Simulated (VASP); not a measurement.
**VASP 6.6.1, PBE single-point calculation, KMgI$_{3}$ (strained cubic perovskite)**

INCAR

```
NSW = 0
NELM = 120
GGA = PE
LASPH = .TRUE.
LWAVE = .FALSE.
NBANDS = 24
LREAL = .FALSE.
SIGMA = 0.02
LCHARG = .FALSE.
IBRION = -1
EDIFF = 1E-7
ISMEAR = -1
PREC = Accurate
ISIF = 2
ENCUT = 520
```

KPOINTS

```
KPOINTS created by Atomic Simulation Environment
0
Gamma
4 4 4
0 0 0
```

KPOINTS_OPT

```
special points
4
Reciprocal
0.0000000000 0.0000000000 0.0000000000 1
0.0000000000 0.5000000000 0.0000000000 1
0.5000000000 0.5000000000 0.0000000000 1
0.5000000000 0.5000000000 0.5000000000 1
```

POSCAR

```
K  Mg I
 1.0000000000000000
     5.6394409076000001    0.0000000000000000    0.0000000000000000
     0.0000000000000000    5.6394409076000001    0.0000000000000000
     0.0000000000000000    0.0000000000000000    5.6394409076000001
 K   Mg  I
   1   1   3
Cartesian
  0.0000000000000000  0.0000000000000000  0.0000000000000000
  2.8197204538000000  2.8197204538000000  2.8197204538000000
  2.8197204538000000  2.8197204538000000  0.0000000000000000
  2.8197204538000000  0.0000000000000000  2.8197204538000000
  0.0000000000000000  2.8197204538000000  2.8197204538000000
```

VASP ran with the recommended PBE PAW datasets (32 valence electrons in the cell).

Command

```
mpirun -np 1 vasp_std
```

From OUTCAR

```
k-points           NKPTS =     10   k-points in BZ     NKDIM =     10   number of bands    NBANDS=     24

   NELECT =      32.0000    total number of electrons

   dimension x,y,z NGX =    42 NGY =   42 NGZ =   42
   dimension x,y,z NGXF=    84 NGYF=   84 NGZF=   84

  energy-cutoff  :      520.00
  volume of cell :      179.35
      direct lattice vectors                 reciprocal lattice vectors
     5.639440908  0.000000000  0.000000000     0.177322542  0.000000000  0.000000000
     0.000000000  5.639440908  0.000000000     0.000000000  0.177322542  0.000000000
     0.000000000  0.000000000  5.639440908     0.000000000  0.000000000  0.177322542

 k-points in reciprocal lattice and weights: KPOINTS created by Atomic Simulation Env
   0.00000000  0.00000000  0.00000000       0.016
   0.25000000  0.00000000  0.00000000       0.094
   0.50000000  0.00000000  0.00000000       0.047
   0.25000000  0.25000000  0.00000000       0.188
   0.50000000  0.25000000  0.00000000       0.188
   0.50000000  0.50000000  0.00000000       0.047
   0.25000000  0.25000000  0.25000000       0.125
   0.50000000  0.25000000  0.25000000       0.188
   ...

 E-fermi :   2.7595

 k-point     1 :       0.0000    0.0000    0.0000
  band No.  band energies     occupation
      1     -27.5989      2.00000
      2     -11.0665      2.00000
      3     -11.0665      2.00000
      4     -11.0665      2.00000
      5     -10.1491      2.00000
      6      -9.1093      2.00000
      7      -9.1093      2.00000
      8      -1.3027      2.00000
      9      -1.3027      2.00000
     10      -1.3027      2.00000
     11       1.2028      2.00000
     12       1.2028      2.00000
     13       1.2028      2.00000
     14       1.6416      2.00000
     15       1.6416      2.00000
     16       1.6416      2.00000
     17       3.5348      0.00000
     18       5.6482      0.00000
     19       7.0322      0.00000
     20       7.0322      0.00000
     21       7.0655      0.00000
     22       7.0655      0.00000
     23       7.0655      0.00000
     24       9.9681      0.00000

 k-point     2 :       0.2500    0.0000    0.0000
  band No.  band energies     occupation
      1     -27.5988      2.00000
      2     -11.0820      2.00000
      3     -11.0659      2.00000
      4     -11.0659      2.00000
      5     -10.0193      2.00000
      6      -9.2488      2.00000
      7      -9.1044      2.00000
      8      -1.1752      2.00000
      9      -1.1752      2.00000
     10      -1.1552      2.00000
     11       0.8727      2.00000
     12       0.9726      2.00000
     13       0.9726      2.00000
     14       1.0401      2.00000
     15       1.5042      2.00000
     16       1.5042      2.00000
     17       4.4517      0.00000
     18       6.4462      0.00000
     19       7.2979      0.00000
     20       7.3624      0.00000
     21       7.7629      0.00000
     22       7.8590      0.00000
     23       7.8590      0.00000
     24       9.2466      0.00000

 k-point     3 :       0.5000    0.0000    0.0000
  band No.  band energies     occupation
      1     -27.5988      2.00000
      2     -11.0962      2.00000
      3     -11.0653      2.00000
      4     -11.0653      2.00000
      5      -9.8094      2.00000
      6      -9.4697      2.00000
      7      -9.0995      2.00000
      8      -1.0130      2.00000
      9      -1.0130      2.00000
     10      -0.8784      2.00000
     11       0.1702      2.00000
     12       0.6593      2.00000
     13       0.6593      2.00000
     14       0.8933      2.00000
     15       1.4464      2.00000
     16       1.4464      2.00000
     17       5.8622      0.00000
     18       7.0300      0.00000
     19       7.3386      0.00000
     20       7.7506      0.00000
     21       8.4432      0.00000
     22       8.7862      0.00000
     23       9.1316      0.00000
     24       9.1872      0.00000

 k-point     4 :       0.2500    0.2500    0.0000
  band No.  band energies     occupation
      1     -27.5988      2.00000
      2     -11.0817      2.00000
      3     -11.0736      2.00000
      4     -11.0654      2.00000
      5      -9.9057      2.00000
      6      -9.2811      2.00000
      7      -9.1863      2.00000
      8      -1.6557      2.00000
      9      -1.0350      2.00000
     10      -0.4304      2.00000
     11       0.0658      2.00000
     12       0.8566      2.00000
     13       0.8963      2.00000
     14       1.2067      2.00000
     15       1.2451      2.00000
     16       1.7018      2.00000
     17       5.0148      0.00000
     18       6.9834      0.00000
     19       7.7133      0.00000
     20       7.8570      0.00000
     21       7.8697      0.00000
     22       8.2267      0.00000
     23       8.6453      0.00000
     24       9.1385      0.00000

 k-point     5 :       0.5000    0.2500    0.0000
  band No.  band energies     occupation
      1     -27.5988      2.00000
      2     -11.0887      2.00000
      3     -11.0734      2.00000
      4     -11.0648      2.00000
      5      -9.7137      2.00000
      6      -9.4526      2.00000
      7      -9.2082      2.00000
      8      -1.7837      2.00000
      9      -0.8499      2.00000
     10      -0.3624      2.00000
     11       0.0863      2.00000
     12       0.5645      2.00000
     13       0.6495      2.00000
     14       1.0642      2.00000
     15       1.2664      2.00000
     16       1.6990      2.00000
     17       6.2421      0.00000
     18       7.2804      0.00000
     19       8.0493      0.00000
     20       8.2721      0.00000
     21       8.3361      0.00000
     22       8.4398      0.00000
     23       8.5847      0.00000
     24       9.2196      0.00000

 k-point     6 :       0.5000    0.5000    0.0000
  band No.  band energies     occupation
      1     -27.5987      2.00000
      2     -11.0813      2.00000
      3     -11.0813      2.00000
      4     -11.0643      2.00000
      5      -9.4995      2.00000
      6      -9.4355      2.00000
      7      -9.4355      2.00000
      8      -2.0866      2.00000
      9      -0.6825      2.00000
     10      -0.6172      2.00000
     11       0.6010      2.00000
     12       0.6010      2.00000
     13       0.6397      2.00000
     14       0.6397      2.00000
     15       1.0947      2.00000
     16       2.1726      2.00000
     17       7.3971      0.00000
     18       7.3971      0.00000
     19       7.5348      0.00000
     20       7.6296      0.00000
     21       8.1704      0.00000
     22       9.1232      0.00000
     23       9.1232      0.00000
     24       9.3512      0.00000

 k-point     7 :       0.2500    0.2500    0.2500
  band No.  band energies     occupation
      1     -27.5988      2.00000
      2     -11.0803      2.00000
      3     -11.0709      2.00000
      4     -11.0709      2.00000
      5      -9.8075      2.00000
      6      -9.2789      2.00000
      7      -9.2789      2.00000
      8      -2.1534      2.00000
      9      -0.3497      2.00000
     10      -0.3497      2.00000
     11      -0.0339      2.00000
     12       0.3384      2.00000
     13       0.3384      2.00000
     14       1.6500      2.00000
     15       1.7125      2.00000
     16       1.7125      2.00000
     17       5.3602      0.00000
     18       6.9487      0.00000
     19       7.6222      0.00000
     20       7.8545      0.00000
     21       7.8545      0.00000
     22       8.9273      0.00000
     23       8.9273      0.00000
     24       9.6967      0.00000

 k-point     8 :       0.5000    0.2500    0.2500
  band No.  band energies     occupation
      1     -27.5987      2.00000
      2     -11.0825      2.00000
      3     -11.0729      2.00000
      4     -11.0683      2.00000
      5      -9.6369      2.00000
      6      -9.4445      2.00000
      7      -9.2767      2.00000
      8      -2.3973      2.00000
      9      -0.3794      2.00000
     10      -0.1838      2.00000
     11      -0.0504      2.00000
     12      -0.0498      2.00000
     13       0.7777      2.00000
     14       1.5264      2.00000
     15       1.6937      2.00000
     16       1.8049      2.00000
     17       6.4062      0.00000
     18       6.8039      0.00000
     19       7.5506      0.00000
     20       7.7629      0.00000
     21       8.3741      0.00000
     22       8.6804      0.00000
     23       8.8846      0.00000
     24       9.5043      0.00000

 ...

  Total        3.0364479      3.0364479      3.0364479      0.0000000     -0.0000000      0.0000000
  in kB       27.1249074     27.1249074     27.1249074      0.0000000     -0.0000000      0.0000000
  external PRESSURE =      27.1249074 kB  Pullay stress =       0.0000000 kB

 POSITION                                       TOTAL-FORCE (eV/Angst)
 -----------------------------------------------------------------------------------
      0.00000      0.00000      0.00000         0.000000      0.000000      0.000000
      2.81972      2.81972      2.81972         0.000000      0.000000      0.000000
      2.81972      2.81972      0.00000         0.000000      0.000000      0.000000
      2.81972      0.00000      2.81972         0.000000      0.000000      0.000000
      0.00000      2.81972      2.81972         0.000000      0.000000      0.000000
 -----------------------------------------------------------------------------------
    total drift:                               -0.000000     -0.000000      0.000000

  FREE ENERGIE OF THE ION-ELECTRON SYSTEM (eV)
  ---------------------------------------------------
  free  energy   TOTEN  =       -12.6385491148 eV

  energy  without entropy=      -12.6385491148  energy(sigma->0) =      -12.63854911
```

```
gap between bands v and c : 1.33 eV
least direct gap          : 1.89 eV
pressure                  : 2.7 GPa
```

Band v is the last that the valence electrons fill when counted band by band, and c is the next.

The run took about 45 s on one core of a shared host (Intel Xeon Platinum 8488C) and held 0.29 GiB at most.
